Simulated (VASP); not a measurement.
Wanted: an ASE script for a VASP 6.6.1 run.

```yaml
Task: single point
Functional: RPBE
Potentials_or_basis: VASP PAW PBE potentials, release 64 (In, Cu, Be)
Cutoff: 500 eV
k_mesh: 7 × 7 × 7
Occupations: gaussian, width 0.02 eV
Spin: no spin polarisation
Further_INCAR_settings: ALGO = Normal; EDIFF = 1.00e-07
```

The structure of Be4InCu lies in Be4InCu.cif:

```cif
data_Be4InCu
_cell_length_a 6.38408000
_cell_length_b 6.38408000
_cell_length_c 6.38408000
_cell_angle_alpha 90.00000000
_cell_angle_beta 90.00000000
_cell_angle_gamma 90.00000000
_space_group_name_H-M_alt 'F-43m'
_space_group_name_Hall 'F -4 2 3'
_space_group_IT_number 216
loop_
_space_group_symop_operation_xyz
'x,y,z'
'y,-x,-z'
'-x,-y,z'
'-y,x,-z'
'x,-y,-z'
'y,x,z'
'-x,y,-z'
'-y,-x,z'
'z,x,y'
'-z,y,-x'
'z,-x,-y'
'-z,-y,x'
'-z,x,-y'
'z,y,x'
'-z,-x,y'
'z,-y,-x'
'y,z,x'
'-x,-z,y'
'-y,z,-x'
'x,-z,-y'
'-y,-z,x'
'x,z,y'
'y,-z,-x'
'-x,z,-y'
'x,y+1/2,z+1/2'
'y,-x+1/2,-z+1/2'
'-x,-y+1/2,z+1/2'
'-y,x+1/2,-z+1/2'
'x,-y+1/2,-z+1/2'
'y,x+1/2,z+1/2'
'-x,y+1/2,-z+1/2'
'-y,-x+1/2,z+1/2'
'z,x+1/2,y+1/2'
'-z,y+1/2,-x+1/2'
'z,-x+1/2,-y+1/2'
'-z,-y+1/2,x+1/2'
'-z,x+1/2,-y+1/2'
'z,y+1/2,x+1/2'
'-z,-x+1/2,y+1/2'
'z,-y+1/2,-x+1/2'
'y,z+1/2,x+1/2'
'-x,-z+1/2,y+1/2'
'-y,z+1/2,-x+1/2'
'x,-z+1/2,-y+1/2'
'-y,-z+1/2,x+1/2'
'x,z+1/2,y+1/2'
'y,-z+1/2,-x+1/2'
'-x,z+1/2,-y+1/2'
'x+1/2,y,z+1/2'
'y+1/2,-x,-z+1/2'
'-x+1/2,-y,z+1/2'
'-y+1/2,x,-z+1/2'
'x+1/2,-y,-z+1/2'
'y+1/2,x,z+1/2'
'-x+1/2,y,-z+1/2'
'-y+1/2,-x,z+1/2'
'z+1/2,x,y+1/2'
'-z+1/2,y,-x+1/2'
'z+1/2,-x,-y+1/2'
'-z+1/2,-y,x+1/2'
'-z+1/2,x,-y+1/2'
'z+1/2,y,x+1/2'
'-z+1/2,-x,y+1/2'
'z+1/2,-y,-x+1/2'
'y+1/2,z,x+1/2'
'-x+1/2,-z,y+1/2'
'-y+1/2,z,-x+1/2'
'x+1/2,-z,-y+1/2'
'-y+1/2,-z,x+1/2'
'x+1/2,z,y+1/2'
'y+1/2,-z,-x+1/2'
'-x+1/2,z,-y+1/2'
'x+1/2,y+1/2,z'
'y+1/2,-x+1/2,-z'
'-x+1/2,-y+1/2,z'
'-y+1/2,x+1/2,-z'
'x+1/2,-y+1/2,-z'
'y+1/2,x+1/2,z'
'-x+1/2,y+1/2,-z'
'-y+1/2,-x+1/2,z'
'z+1/2,x+1/2,y'
'-z+1/2,y+1/2,-x'
'z+1/2,-x+1/2,-y'
'-z+1/2,-y+1/2,x'
'-z+1/2,x+1/2,-y'
'z+1/2,y+1/2,x'
'-z+1/2,-x+1/2,y'
'z+1/2,-y+1/2,-x'
'y+1/2,z+1/2,x'
'-x+1/2,-z+1/2,y'
'-y+1/2,z+1/2,-x'
'x+1/2,-z+1/2,-y'
'-y+1/2,-z+1/2,x'
'x+1/2,z+1/2,y'
'y+1/2,-z+1/2,-x'
'-x+1/2,z+1/2,-y'
loop_
_atom_site_label
_atom_site_type_symbol
_atom_site_symmetry_multiplicity
_atom_site_Wyckoff_symbol
_atom_site_fract_x
_atom_site_fract_y
_atom_site_fract_z
_atom_site_occupancy
In1 In 4 a 0.0000000000 0.0000000000 0.0000000000 1
Cu1 Cu 4 d 0.2500000000 0.2500000000 0.7500000000 1
Be1 Be 16 e 0.6236986700 0.1236986700 0.8763013300 1
```

The cell comes from a database or a generator and needn't be the stable form of this composition.

The input as run:

run.py

```python
from ase.calculators.vasp import Vasp
from ase.dft.bandgap import bandgap
from ase.io import read

atoms = read('Be4InCu.cif', primitive_cell=True, subtrans_included=False)
calc = Vasp(
    directory='calc',
    xc='rpbe',
    pp='PBE',
    setups='minimal',
    prec='Accurate',
    encut=500,
    ediff=1e-07,
    ismear=0,
    sigma=0.02,
    lreal=False,
    lasph=True,
    nelm=80,
    algo='Normal',
    isif=2,
    lwave=False,
    lcharg=False,
    kpts=[7, 7, 7],
    gamma=True,
)
atoms.calc = calc

print('energy (eV):', atoms.get_potential_energy())
print('free energy (eV):', atoms.get_potential_energy(force_consistent=True))
print('forces (eV/A):')
print(atoms.get_forces())
print('stress (eV/A^3, Voigt):', atoms.get_stress())
print('Fermi level (eV):', calc.get_fermi_level())
gap, top, bottom = bandgap(calc)
print('band gap (eV):', gap, 'from (spin, k, band)', top, 'to', bottom)
```

Potentials or basis: VASP PAW PBE potentials, release 64 (In, Cu, Be).

Launch:

```sh
$ python run.py
```

It gave:

```
Pressure               : 5.3 GPa
Largest force          : 0.062 eV/Å
Band gap on the k mesh : none (metal or under the smearing width)
```

Caveat: the PAW data sets were made with another functional, which shifts forces and pressure a little.

It took 77 s on 1 thread of AMD EPYC 7R43 64-Core Processor (Zen 3), on a shared host, peak memory 0.19 GiB.
